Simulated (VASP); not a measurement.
# Shielding tensors and field gradients of SiO2 (Cristobalite)

What are the shielding tensors of SiO2 (Cristobalite)? The cell has space group P4_12_12. The start is a cell from a database of measured crystal structures.

Method: PBE; plane waves and PAW (Si, O), in the first sound run; inputs show where later runs differ, in VASP 6.6.1.

The database entry behind the starting cell lists a temperature of 340 K, so it need not match the best structure at ambient conditions.

## 1. The structure

Symmetry: P4_12_12, No. 92, tetragonal system. The conventional cell has a = 4.982 Å, b = 4.982 Å, c = 6.963 Å, α = 90.00°, β = 90.00°, γ = 90.00°. Nearest to Si lie 4 O at 1.60 to 1.61 Å. Nearest to O lie 2 Si at 1.60 to 1.61 Å. Farther neighbours and most contacts between anions are not listed.

## 2. Ground state

A ground-state run shows first whether the cell has a gap, which the next steps need; its size sets how fine their mesh has to be.

File INCAR:

```
SYSTEM = SiO2
PREC = Accurate
ENCUT = 520
EDIFF = 1E-07
NELM = 100
ISMEAR = 0
SIGMA = 0.01
LREAL = .FALSE.
ALGO = Normal
GGA = PE
NBANDS = 44
LORBIT = 11
LWAVE = .FALSE.
LCHARG = .FALSE.
KPAR = 4
```

File POSCAR:

```
SiO2
1.0
    4.9820000000      0.0000000000      0.0000000000
    0.0000000000      4.9820000000      0.0000000000
    0.0000000000      0.0000000000      6.9630000000
Si O
4 8
Direct
    0.7989700000      0.2010300000      0.7500000000
    0.7010300000      0.7010300000      0.5000000000
    0.2010300000      0.7989700000      0.2500000000
    0.2989700000      0.2989700000      0.0000000000
    0.1034700000      0.2398900000      0.8218700000
    0.2601100000      0.6034700000      0.0718700000
    0.8965300000      0.7601100000      0.3218700000
    0.7398900000      0.3965300000      0.5718700000
    0.6034700000      0.2601100000      0.9281300000
    0.7601100000      0.8965300000      0.6781300000
    0.3965300000      0.7398900000      0.4281300000
    0.2398900000      0.1034700000      0.1781300000
```

File KPOINTS:

```
Automatic mesh
0
Gamma
4 4 3
0 0 0
```

Potentials, in the order of the species: Si and O (PBE family, release 64).

Launch:

```console
$ mpirun -np 4 vasp_std
```

The log of the run:

```text
[banner, memory and clock lines left out]
running    4 mpi-ranks, on    1 nodes
 distrk:  each k-point on    1 cores,    4 groups
 distr:  one band on    1 cores,    1 groups

 POSCAR found type information on POSCAR SiO
 POSCAR found :  2 types and      12 ions
 LDA part: xc-table for (Slater+PW92), standard interpolation
 POSCAR, INCAR and KPOINTS ok, starting setup
 FFT: planning ... GRIDC
 FFT: planning ... GRID_SOFT
 FFT: planning ... GRID
 WAVECAR not read
 entering main loop
       N       E                     dE             d eps       ncg     rms          rms(c)
DAV:   1     0.416749466861E+03    0.41675E+03   -0.32948E+04  1064   0.132E+03
DAV:   2    -0.751136775339E+02   -0.49186E+03   -0.47752E+03  1344   0.316E+02
DAV:   3    -0.107540118874E+03   -0.32426E+02   -0.32272E+02  1288   0.860E+01
DAV:   4    -0.107971958511E+03   -0.43184E+00   -0.43102E+00  1344   0.109E+01
DAV:   5    -0.107979584888E+03   -0.76264E-02   -0.76215E-02  1260   0.142E+00    0.300E+01
DAV:   6    -0.947963617553E+02    0.13183E+02   -0.49929E+01  1224   0.326E+01    0.142E+01
DAV:   7    -0.947924300272E+02    0.39317E-02   -0.15118E+00  1256   0.509E+00    0.515E+00
DAV:   8    -0.947788091765E+02    0.13621E-01   -0.81101E-02  1288   0.172E+00    0.198E+00
DAV:   9    -0.947900978807E+02   -0.11289E-01   -0.42853E-02  1192   0.120E+00    0.363E-01
DAV:  10    -0.947926718642E+02   -0.25740E-02   -0.40907E-03  1144   0.308E-01    0.111E-01
DAV:  11    -0.947926652225E+02    0.66418E-05   -0.96821E-04  1312   0.163E-01    0.156E-02
DAV:  12    -0.947926786165E+02   -0.13394E-04   -0.27479E-05  1212   0.269E-02    0.153E-02
DAV:  13    -0.947926830703E+02   -0.44538E-05   -0.64994E-06  1184   0.132E-02    0.510E-03
DAV:  14    -0.947926838570E+02   -0.78667E-06   -0.92657E-07  1272   0.512E-03    0.124E-03
DAV:  15    -0.947926838739E+02   -0.16900E-07   -0.36075E-08   840   0.112E-03
   1 F= -.94792684E+02 E0= -.94792684E+02  d E =-.528050E-60
```

Wall time 44 s (4 MPI ranks of Intel Xeon Platinum 8488C (Sapphire Rapids), shared host); peak memory 1.2 GiB; 2.7 min of CPU time.

The logs omit lines about the potential files and the build; timing stands in the text.

From OUTCAR (step 2):

```text
ion  position               nearest neighbor table
   1  0.799  0.201  0.750-   8 1.60   9 1.60   5 1.61  10 1.61   2 3.08   4 3.08   2 3.08   4 3.08

  LATTYP: Found a simple tetragonal cell.
 ALAT       =     4.9820000000
 C/A-ratio  =     1.3976314733

 Subroutine GETGRP returns: Found  8 space group operations
 (whereof  2 operations were pure point group operations)

The static configuration has the point symmetry C_2 .
 The point group associated with its full space group is D_4 .

 Found     12 irreducible k-points:

   k-points           NKPTS =     12   k-points in BZ     NKDIM =     12   number of bands    NBANDS=     44

   dimension x,y,z NGX =    40 NGY =   40 NGZ =   54
   dimension x,y,z NGXF=    80 NGYF=   80 NGZF=  108

   ENCUT  =  520.0 eV  38.22 Ry    6.18 a.u.   9.26  9.26 12.95*2*pi/ulx,y,z

   NELECT =      64.0000    total number of electrons

 k-points in reciprocal lattice and weights: Automatic mesh
   0.00000000  0.00000000  0.00000000       0.021
   0.25000000  0.00000000  0.00000000       0.083
   0.50000000  0.00000000  0.00000000       0.042
   0.25000000  0.25000000  0.00000000       0.083
   0.50000000  0.25000000  0.00000000       0.083
   0.50000000  0.50000000  0.00000000       0.021
   0.00000000  0.00000000  0.33333333       0.042
   0.25000000  0.00000000  0.33333333       0.167
   0.50000000  0.00000000  0.33333333       0.083
   0.25000000  0.25000000  0.33333333       0.167
   0.50000000  0.25000000  0.33333333       0.167
   0.50000000  0.50000000  0.33333333       0.042

 average (electrostatic) potential at core
       1 -87.5183       2 -87.5183       3 -87.5183       4 -87.5183       5 -73.5163
       6 -73.5163       7 -73.5163       8 -73.5163       9 -73.5163      10 -73.5163
      11 -73.5163      12 -73.5163

 E-fermi :   0.2035

 k-point     1 :       0.0000    0.0000    0.0000
  band No.  band energies     occupation
    ...
     28      -1.1047      2.00000
     29      -0.5689      2.00000
     30      -0.1776      2.00000
     31      -0.1776      2.00000
     32       0.0896      2.00000
     33       5.8483      0.00000
     34       8.9557      0.00000
     35       8.9557      0.00000
     36       9.3648      0.00000
     37       9.3648      0.00000
    ...

 k-point     2 :       0.2500    0.0000    0.0000
  band No.  band energies     occupation
    ...
     28      -1.0053      2.00000
     29      -0.6287      2.00000
     30      -0.3831      2.00000
     31      -0.2363      2.00000
     32      -0.0948      2.00000
     33       6.4741      0.00000
     34       9.0890      0.00000
     35       9.1444      0.00000
     36       9.3676      0.00000
     37       9.4844      0.00000
    ...

 k-point     3 :       0.5000    0.0000    0.0000
  band No.  band energies     occupation
    ...
     28      -0.9332      2.00000
     29      -0.5595      2.00000
     30      -0.5595      2.00000
     31      -0.3803      2.00000
     32      -0.3803      2.00000
     33       7.8894      0.00000
     34       7.8894      0.00000
     35       9.4062      0.00000
     36       9.4062      0.00000
     37       9.9050      0.00000
    ...

  Total        6.6707262      6.6707262      7.3292426     -0.0000000      0.0000000      0.0000000
  in kB       61.8414771     61.8414771     67.9463042     -0.0000000      0.0000000      0.0000000
  external PRESSURE =      63.8764195 kB  Pullay stress =       0.0000000 kB

  energy-cutoff  :      520.00
  volume of cell :      172.82
      direct lattice vectors                 reciprocal lattice vectors
     4.982000000  0.000000000  0.000000000     0.200722601  0.000000000  0.000000000
     0.000000000  4.982000000  0.000000000     0.000000000  0.200722601  0.000000000
     0.000000000  0.000000000  6.963000000     0.000000000  0.000000000  0.143616257

 POSITION                                       TOTAL-FORCE (eV/Angst)
 -----------------------------------------------------------------------------------
      3.98047      1.00153      5.22225         0.119309     -0.119309      0.000000
      3.49253      3.49253      3.48150        -0.119309     -0.119309      0.000000
      1.00153      3.98047      1.74075        -0.119309      0.119309      0.000000
      1.48947      1.48947      0.00000         0.119309      0.119309      0.000000
      0.51549      1.19513      5.72268         0.089895     -0.078454     -0.383561
      1.29587      3.00649      0.50043         0.078454      0.089895     -0.383561
      4.46651      3.78687      2.24118        -0.089895      0.078454     -0.383561
      3.68613      1.97551      3.98193        -0.078454     -0.089895     -0.383561
      3.00649      1.29587      6.46257         0.089895      0.078454      0.383561
      3.78687      4.46651      4.72182         0.078454     -0.089895      0.383561
      1.97551      3.68613      2.98107        -0.089895     -0.078454      0.383561
      1.19513      0.51549      1.24032        -0.078454      0.089895      0.383561
 -----------------------------------------------------------------------------------
    total drift:                                0.000000     -0.000000     -0.000000

  FREE ENERGIE OF THE ION-ELECTRON SYSTEM (eV)
  ---------------------------------------------------
  free  energy   TOTEN  =       -94.7926838739 eV

  energy  without entropy=      -94.7926838739  energy(sigma->0) =      -94.79268387

 total charge
# of ion       s       p       d       tot
------------------------------------------
    1        0.649   1.020   0.000   1.669
    2        0.649   1.020   0.000   1.669
    3        0.649   1.020   0.000   1.669
    4        0.649   1.020   0.000   1.669
    5        1.550   3.715   0.000   5.265
    6        1.550   3.715   0.000   5.265
    7        1.550   3.715   0.000   5.265
    8        1.550   3.715   0.000   5.265
    9        1.550   3.715   0.000   5.265
   10        1.550   3.715   0.000   5.265
   11        1.550   3.715   0.000   5.265
   12        1.550   3.715   0.000   5.265
--------------------------------------------------
tot         14.996  33.798   0.000  48.794

[... 3 further parts left out ...]
```

The gap is read on the k-mesh alone, so it is an upper bound where the band edges lie off the mesh.

A gap read on the k-mesh alone can miss the band edges.

Numbers from this step:

| Item | Value |
| --- | --- |
| free energy (TOTEN) | -94.7927 eV |
| Fermi energy | 0.2035 eV |
| pressure | 6.388 GPa |
| gap on the k-mesh | 5.759 eV |
| least direct gap on the k-mesh | 5.759 eV |

The cell has a gap of 5.76 eV on this mesh and a pressure of +6.4 GPa, which holds the misfit of the given cell and coordinates with this functional, and any error of cutoff, mesh and data sets. Forces of up to 0.40 eV/Å remain in these settings.

(Continued in part 2 of 5.)

[Lines on the potential files, build, host, timing and source positions are cut from VASP's logs without a mark.]

[Logs are printed without paths, hosts, clocks, repeated set-up lines and the standing remarks that a program may print on its own settings, such as how far it seeks lower states.]

[Hosts, paths, dates, database ids (printed as entryN), source tags and the programs' standing remarks are cut or masked in the printed files.]
